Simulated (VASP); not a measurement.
# ZnRe (P-6m2) in VASP: notebook, part 2 of 2

VASP 6.6.1.

## Step 3: Single point, PBEsol

Contents of INCAR:

```
SYSTEM = ZnRe
ALGO = Fast
EDIFF = 1E-7
ENCUT = 520
GGA = PS
ISIF = 2
ISMEAR = 0
LASPH = .True.
LCHARG = .False.
LREAL = .False.
LWAVE = .False.
NBANDS = 16
NELM = 100
PREC = Accurate
SIGMA = 0.15
```

Contents of KPOINTS:

```
k-points
0
Gamma
  21 21 12
  0 0 0
```

Contents of POSCAR:

```
ZnRe
1.0
    2.7482183437      0.0000000000      0.0000000000
   -1.3741091718      2.3800269008      0.0000000000
    0.0000000000      0.0000000000      4.4940660000
Zn Re
1 1
Direct
    0.0000000000      0.0000000000      0.0000000000
    0.3333333333      0.6666666667      0.5000000000
```

Potentials or basis: VASP PAW PBE potentials, release 64 (Zn, Re).

On the command line:

```sh
cat potpaw_PBE.64/Zn/POTCAR potpaw_PBE.64/Re/POTCAR > POTCAR
mpirun -np 1 vasp_std > vasp.out
```

OUTCAR:

```text
SYSTEM = ZnRe
   EDIFF = 1E-7
   ENCUT = 520
   GGA = PS
   ISIF = 2
   ISMEAR = 0
   LASPH = .True.
   LREAL = .False.
   NELM = 100
   PREC = Accurate

 ion  position               nearest neighbor table
   1  0.000  0.000  0.000-   2 2.75   2 2.75   2 2.75   2 2.75   2 2.75   2 2.75
   2  0.333  0.667  0.500-   1 2.75   1 2.75   1 2.75   1 2.75   1 2.75   1 2.75

  LATTYP: Found a hexagonal cell.
 ALAT       =     2.7482183437
 C/A-ratio  =     1.6352652657

  Lattice vectors:

 A1 = (   2.7482183437,   0.0000000000,   0.0000000000)
 A2 = (  -1.3741091718,   2.3800269008,   0.0000000000)
 A3 = (   0.0000000000,   0.0000000000,   4.4940660000)

Analysis of symmetry for initial positions (statically):
=====================================================================
 Subroutine PRICEL returns:
 Original cell was already a primitive cell.

 Routine SETGRP: Setting up the symmetry group for a
 hexagonal supercell.

 Subroutine GETGRP returns: Found 12 space group operations
 (whereof 12 operations were pure point group operations)
 out of a pool of 24 trial point group operations.

The static configuration has the point symmetry D_3h.

Analysis of symmetry for dynamics (positions and initial velocities):
[... 158 lines left out ...]

  energy without entropy =      -14.43463352  energy(sigma->0) =      -14.44149328

 E-fermi :   5.3240     XC(G=0): -12.9102

 val. band max:        5.3218576297   @ k =   0.3333   0.2381   0.5000
 cond. band min:       5.3297720828   @ k =   0.3333   0.0476   0.4167
 fundamental gap:      0.0079144531
 Fermi energy:         5.3240469009

 k-point     1 :       0.0000    0.0000    0.0000
  band No.  band energies     occupation
      1      -4.9248      2.00000
      2      -2.5393      2.00000
      3      -1.9037      2.00000
      4      -1.9037      2.00000
      5      -1.5217      2.00000
      6      -1.5217      2.00000
[... 433 lines left out ...]
      3      -1.9927      2.00000
      4      -1.8892      2.00000
      5      -1.6293      2.00000
      6      -1.4974      2.00000
[... 8 lines left out ...]
     15      16.2765      0.00000
     16      20.8486      0.00000

 [... further k-points ...]
[... 5 lines left out ...]
  --------------------------------------------------------------------------------------
  -------------------------------------------------------------------------------------
  Total       -1.7111296     -1.7111296     -1.6420180     -0.0000000      0.0000000      0.0000000
  in kB      -93.2654849    -93.2654849    -89.4985382     -0.0000000      0.0000000      0.0000000
  external PRESSURE =     -92.0098360 kB  Pullay stress =       0.0000000 kB

 VOLUME and BASIS-vectors are now :
 -----------------------------------------------------------------------------
  energy-cutoff  :      520.00
  volume of cell :       29.39
      direct lattice vectors                 reciprocal lattice vectors
     2.748218344  0.000000000  0.000000000     0.363872107  0.210081659  0.000000000
    -1.374109172  2.380026901  0.000000000     0.000000000  0.420163318  0.000000000
     0.000000000  0.000000000  4.494066000     0.000000000  0.000000000  0.222515646

 POSITION                                       TOTAL-FORCE (eV/Angst)
 -----------------------------------------------------------------------------------
      0.00000      0.00000      0.00000        -0.000000      0.000000      0.000000
     -0.00000      1.58668      2.24703         0.000000      0.000000      0.000000
 -----------------------------------------------------------------------------------
    total drift:                                0.000000     -0.000000      0.000000

  FREE ENERGIE OF THE ION-ELECTRON SYSTEM (eV)
  ---------------------------------------------------
  free  energy   TOTEN  =       -14.4483530387 eV

  energy  without entropy=      -14.4346335193  energy(sigma->0) =      -14.44149328
```

OSZICAR:

```text
N       E                     dE             d eps       ncg     rms          rms(c)
DAV:   1     0.576381797075E+02    0.57638E+02   -0.95115E+03 16104   0.166E+03
DAV:   2    -0.134057872078E+02   -0.71044E+02   -0.67284E+02 16296   0.361E+02
DAV:   3    -0.154366752578E+02   -0.20309E+01   -0.20208E+01 15688   0.520E+01
DAV:   4    -0.154507096473E+02   -0.14034E-01   -0.14030E-01 13352   0.294E+00
DAV:   5    -0.154509744904E+02   -0.26484E-03   -0.26484E-03 16512   0.491E-01    0.256E+01
RMM:   6    -0.146182316613E+02    0.83274E+00   -0.10182E+00 14558   0.196E+01    0.956E+00
RMM:   7    -0.144743372045E+02    0.14389E+00   -0.11082E+00 16534   0.122E+01    0.124E+00
RMM:   8    -0.144528497809E+02    0.21487E-01   -0.65744E-02 16361   0.343E+00    0.106E+00
RMM:   9    -0.144488044639E+02    0.40453E-02   -0.12666E-02 17442   0.124E+00    0.355E-01
RMM:  10    -0.144484319892E+02    0.37247E-03   -0.14944E-03 17727   0.327E-01    0.869E-02
RMM:  11    -0.144483643362E+02    0.67653E-04   -0.17880E-04 16780   0.230E-01    0.470E-02
RMM:  12    -0.144483535555E+02    0.10781E-04   -0.85581E-05 17052   0.119E-01    0.175E-02
RMM:  13    -0.144483530352E+02    0.52033E-06   -0.22635E-05 17725   0.516E-02    0.384E-03
RMM:  14    -0.144483530262E+02    0.89503E-08   -0.30269E-06 15810   0.184E-02    0.155E-03
RMM:  15    -0.144483530387E+02   -0.12422E-07   -0.43868E-07 12317   0.160E-02
   1 F= -.14448353E+02 E0= -.14441493E+02  d E =-.137195E-01
```

stdout:

```text
POSCAR found type information on POSCAR ZnRe
 POSCAR found :  2 types and       2 ions
 scaLAPACK will be used
 -----------------------------------------------------------------------------
|                                                                             |
|                                                                             |
|     You enforced a specific xc type in the INCAR file but a different       |
|     I HOPE YOU KNOW WHAT YOU ARE DOING!                                     |
|                                                                             |
 -----------------------------------------------------------------------------

 LDA part: xc-table for (Slater+PW92), standard interpolation
 POSCAR, INCAR and KPOINTS ok, starting setup
 FFT: planning ... GRIDC
 FFT: planning ... GRID_SOFT
 FFT: planning ... GRID
 WAVECAR not read
 entering main loop
WARNING in EDDRMM: call to ZHEGV failed, returncode =   6  3     14
```

Run time: 2 min. Hardware: 1 thread of Intel Xeon Platinum 8488C (Sapphire Rapids), shared host; peak memory 0.28 GiB.

What came out:

```
Free energy            : -14.4484 eV
Pressure               : -9.2 GPa
Band gap on the k mesh : none (metal or under the smearing width)
```

Stress tensor (GPa, compression positive):
```
-9.33  0.00  0.00
 0.00 -9.33  0.00
 0.00  0.00 -8.95
```

Levels at points of the mesh, in eV from the Fermi level:
| k point | band 6 | band 7 | band 8 | band 9 | band 10 | band 11 | band 12 | band 13 | band 14 | band 15 |
| --- | --- | --- | --- | --- | --- | --- | --- | --- | --- | --- |
| (0.00, 0.00, 0.00) | -6.85 | -4.98 | -1.52 | -1.22 | -1.22 | 1.72 | 1.72 | 4.76 | 14.77 | 17.19 |
| (0.00, 0.00, 0.50) | -6.85 | -6.85 | -3.08 | -1.13 | -1.13 | 1.65 | 1.65 | 9.54 | 14.11 | 14.99 |

Caveat: the PAW data sets were made with another functional, which shifts forces and pressure a little.
